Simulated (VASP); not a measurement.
Output of a VASP run:

### OSZICAR
```
       N       E                     dE             d eps       ncg     rms          rms(c)
DAV:   1     0.479536202430E+03    0.47954E+03   -0.23758E+04  4597   0.349E+03
DAV:   2     0.186066906750E+02   -0.46093E+03   -0.45393E+03  3976   0.753E+02
DAV:   3    -0.614455862036E+02   -0.80052E+02   -0.79276E+02  5550   0.218E+02
DAV:   4    -0.684053228154E+02   -0.69597E+01   -0.69259E+01  5814   0.595E+01
DAV:   5    -0.687037513612E+02   -0.29843E+00   -0.29853E+00  5524   0.103E+01    0.169E+01
DAV:   6    -0.586685288936E+02    0.10035E+02   -0.45637E+01  5005   0.510E+01    0.442E+00
DAV:   7    -0.557781986555E+02    0.28903E+01   -0.45372E+00  5162   0.178E+01    0.239E+00
DAV:   8    -0.552142460991E+02    0.56395E+00   -0.14360E+00  5408   0.553E+00    0.149E+00
DAV:   9    -0.555890259512E+02   -0.37478E+00   -0.39693E-01  5044   0.308E+00    0.626E-01
DAV:  10    -0.556005295212E+02   -0.11504E-01   -0.10607E-01  5021   0.203E+00    0.175E-01
DAV:  11    -0.556247308199E+02   -0.24201E-01   -0.33282E-02  4701   0.103E+00    0.139E-01
DAV:  12    -0.556239804840E+02    0.75034E-03   -0.21736E-03  5625   0.283E-01    0.130E-01
DAV:  13    -0.556249100372E+02   -0.92955E-03   -0.28687E-03  4842   0.320E-01    0.299E-02
DAV:  14    -0.556252064365E+02   -0.29640E-03   -0.80750E-04  4658   0.206E-01    0.260E-02
DAV:  15    -0.556253409818E+02   -0.13455E-03   -0.13275E-04  4615   0.913E-02    0.190E-02
DAV:  16    -0.556253735662E+02   -0.32584E-04   -0.14661E-05  5132   0.302E-02    0.175E-02
DAV:  17    -0.556254427391E+02   -0.69173E-04   -0.65580E-05  5300   0.485E-02    0.415E-03
DAV:  18    -0.556254452316E+02   -0.24925E-05   -0.53792E-06  4976   0.147E-02    0.186E-03
DAV:  19    -0.556254452518E+02   -0.20209E-07   -0.80244E-07  3736   0.589E-03
   1 F= -.55625445E+02 E0= -.55625445E+02  d E =0.000000E+00
       N       E                     dE             ncg
```

### OUTCAR
```
------------------------ aborting loop because EDIFF is reached ----------------------------------------
  FORCE on cell =-STRESS in cart. coord.  units (eV):
  Direction    XX          YY          ZZ          XY          YZ          ZX
  --------------------------------------------------------------------------------------
  Total        0.2170620      0.2170621     -0.1913860     -0.0000000     -0.0000000      0.0000000
  in kB        4.8836084      4.8836094     -4.3059330     -0.0000005     -0.0000000      0.0000000
  external PRESSURE =       1.8204283 kB  Pullay stress =       0.0000000 kB
  volume of cell :       71.21
      direct lattice vectors                 reciprocal lattice vectors
     3.580922068  0.000000074  0.000000000     0.279257680  0.161229515  0.000000000
    -1.790461409  3.101169771  0.000000000    -0.000000007  0.322458963  0.000000000
     0.000000000  0.000000000  6.412585178     0.000000000  0.000000000  0.155943348
 POSITION                                       TOTAL-FORCE (eV/Angst)
 -----------------------------------------------------------------------------------
      0.00000      0.00000      0.00000         0.000000      0.000000      0.000000
      0.00000      0.00000      3.20629         0.000000      0.000000      0.000000
     -0.00000      2.06745      1.60315         0.000000     -0.000000      0.000000
      1.79046      1.03372      4.80944        -0.000000      0.000000     -0.000000
 -----------------------------------------------------------------------------------
    total drift:                                0.000000     -0.000000      0.000000
  FREE ENERGIE OF THE ION-ELECTRON SYSTEM (eV)
  ---------------------------------------------------
  free  energy   TOTEN  =       -55.6254452518 eV

  energy  without entropy=      -55.6254452518  energy(sigma->0) =      -55.62544525

 total charge

# of ion       s       p       d       tot
------------------------------------------
    1        2.172   6.139   1.865  10.176
    2        2.172   6.139   1.865  10.176
    3        1.140   1.397  10.004  12.542
    4        1.140   1.397  10.004  12.542
--------------------------------------------------
tot          6.624  15.073  23.739  45.436

 Electric field gradients after diagonalization (V/A^2)
 (convention: |V_zz| > |V_xx| > |V_yy|)
----------------------------------------------------------------------
 ion       V_xx      V_yy      V_zz     asymmetry (V_yy - V_xx)/ V_zz
----------------------------------------------------------------------
   1      27.558    27.556   -55.114       0.000
   2      27.558    27.556   -55.114       0.000
   3      19.124    19.109   -38.233       0.000
   4      19.124    19.109   -38.233       0.000
```
(Selected blocks of OUTCAR.)

### POSCAR
```
TiGe
1
    3.5809220682     0.0000000743     0.0000000000
   -1.7904614086     3.1011697709     0.0000000000
    0.0000000000     0.0000000000     6.4125851781
Ti Ge
2 2
Direct
  0.0000000000   0.0000000000   0.0000000000
  0.0000000000   0.0000000000   0.5000000000
  0.3333330000   0.6666670000   0.2500000000
  0.6666670000   0.3333330000   0.7500000000
```

Problem. Write an INCAR and KPOINTS that could have produced this output.

Solution. This is not unique; one that fits is the input of the run itself, r2SCAN meta-GGA, plane waves, VASP's PBE PAW potentials (set 64).

### KPOINTS_OPT
```
k-points along high-symmetry lines
6
Line-mode
Reciprocal
  0.000000   0.000000   0.000000 ! GAMMA
  0.500000   0.000000   0.000000 ! M

  0.500000   0.000000   0.000000 ! M
  0.333333   0.333333   0.000000 ! K

  0.333333   0.333333   0.000000 ! K
  0.000000   0.000000   0.000000 ! GAMMA

  0.000000   0.000000   0.000000 ! GAMMA
  0.000000   0.000000   0.500000 ! A

  0.000000   0.000000   0.500000 ! A
  0.500000   0.000000   0.500000 ! L

  0.500000   0.000000   0.500000 ! L
  0.333333   0.333333   0.500000 ! H

  0.333333   0.333333   0.500000 ! H
  0.000000   0.000000   0.500000 ! A

  0.500000   0.000000   0.500000 ! L
  0.500000   0.000000   0.000000 ! M

  0.333333   0.333333   0.500000 ! H
  0.333333   0.333333   0.000000 ! K
```

File KPOINTS:
```
kpoints
0
G
  11 11 6
0 0 0
```

INCAR:
```
! general
SYSTEM =TiGe
PREC   =Accurate
ENCUT  =400   ! plane-wave cut-off (eV)
LREAL  =F
LASPH  =T   ! aspherical one-centre terms

! electronic loop
EDIFF  =1E-7   ! SCF stop (eV)
NELM   =100
ALGO   =Normal   ! blocked Davidson
LMAXMIX=4
LMIXTAU=T

! smearing
ISMEAR =-5   ! tetrahedra, Bloechl

! functional
METAGGA=R2SCAN

! ions
ISIF   =2   ! forces and stress, cell fixed

! output
LWAVE  =F
LCHARG =F
LORBIT =11   ! lm-projected
NEDOS  =601   ! DOS grid

! other
LEFG   =T
```

POTCAR, in this order: Ti_sv Ge_d (PBE.64 set). Program: vasp_std.

For a metal the tetrahedron method with Blöchl corrections gives inexact stress and forces.

The structure was generated: TiGe was put into the NiAs type (P6_3/mmc), which need not be its known phase. It was relaxed first, which changed the volume by -13 %.
